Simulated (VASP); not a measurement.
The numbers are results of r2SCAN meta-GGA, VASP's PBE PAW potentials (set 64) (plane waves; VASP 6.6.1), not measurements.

A VASP calculation is set up with these files.

File POSCAR:
```
ErGe2
1
    4.3768147512     0.0000000000     0.0000000000
   -2.1884073756     3.7904323231     0.0000000000
    0.0000000000     0.0000000000     3.7936281686
Er Ge
1 2
Direct
  0.0000000000   0.0000000000   0.0000000000
  0.3333330000   0.6666670000   0.5000000000
  0.6666670000   0.3333330000   0.5000000000
```

KPOINTS_OPT:
```
k-points along high-symmetry lines
6
Line-mode
Reciprocal
  0.000000   0.000000   0.000000 ! GAMMA
  0.500000   0.000000   0.000000 ! M

  0.500000   0.000000   0.000000 ! M
  0.333333   0.333333   0.000000 ! K

  0.333333   0.333333   0.000000 ! K
  0.000000   0.000000   0.000000 ! GAMMA

  0.000000   0.000000   0.000000 ! GAMMA
  0.000000   0.000000   0.500000 ! A

  0.000000   0.000000   0.500000 ! A
  0.500000   0.000000   0.500000 ! L

  0.500000   0.000000   0.500000 ! L
  0.333333   0.333333   0.500000 ! H

  0.333333   0.333333   0.500000 ! H
  0.000000   0.000000   0.500000 ! A

  0.500000   0.000000   0.500000 ! L
  0.500000   0.000000   0.000000 ! M

  0.333333   0.333333   0.500000 ! H
  0.333333   0.333333   0.000000 ! K
```

**KPOINTS**
```
Automatic mesh
0
Gamma
9 9 9
0 0 0
```

INCAR:
```
ALGO = Normal
PREC = Accurate
LMAXMIX = 6
LCHARG = .FALSE.
NEDOS = 601   ! DOS grid
METAGGA = R2SCAN
LASPH = .TRUE.   ! aspherical one-centre terms
LMIXTAU = .TRUE.
ISIF = 2   ! forces and stress, cell fixed
SYSTEM = ErGe2
LREAL = .FALSE.   ! projection in real space or not
LEFG = .TRUE.
ENCUT = 400
LORBIT = 11
EDIFF = 1E-7
ISMEAR = -5   ! tetrahedra, Bloechl
NELM = 100
LWAVE = .FALSE.
```

POTCAR, in this order: Er_3 Ge_d (PBE.64 set). Program: vasp_std.

The 4f electrons are frozen in the core of the lanthanide potential, so 4f levels, which can set the real gap, and their magnetism are missing. For a metal the tetrahedron method with Blöchl corrections gives inexact stress and forces.

Q: Estimate the energy per atom (σ→0), band gap (over mesh and band path).

A: 
```
Property                                                               Value
----------------------------------  ----------------------------------------
energy per atom (σ→0)                                        -21012 meV/atom
band gap (over mesh and band path)  none (metal, semimetal or under 0.01 eV)
```

File OSZICAR:
```
...
DAV:  18    -0.630366000320E+02   -0.29869E-05   -0.12094E-06  3470   0.101E-02    0.827E-04
DAV:  19    -0.630365986034E+02    0.14286E-05   -0.25213E-07  2544   0.550E-03    0.254E-03
DAV:  20    -0.630365993659E+02   -0.76253E-06   -0.75101E-08  1866   0.556E-03    0.151E-03
DAV:  21    -0.630365992400E+02    0.12596E-06   -0.49637E-08  1980   0.326E-03    0.529E-04
DAV:  22    -0.630365993663E+02   -0.12628E-06   -0.10261E-08  1752   0.213E-03    0.412E-04
DAV:  23    -0.630365993795E+02   -0.13287E-07   -0.52507E-09  1788   0.155E-03
   1 F= -.63036599E+02 E0= -.63036599E+02  d E =0.000000E+00
       N       E                     dE             ncg
```

The structure was generated: ErGe2 was put into the AlB2 type (P6/mmm), which need not be its known phase. It was relaxed first, which changed the volume by -23 %. The electron count is odd and the run is not spin-polarised, which forces a metal.
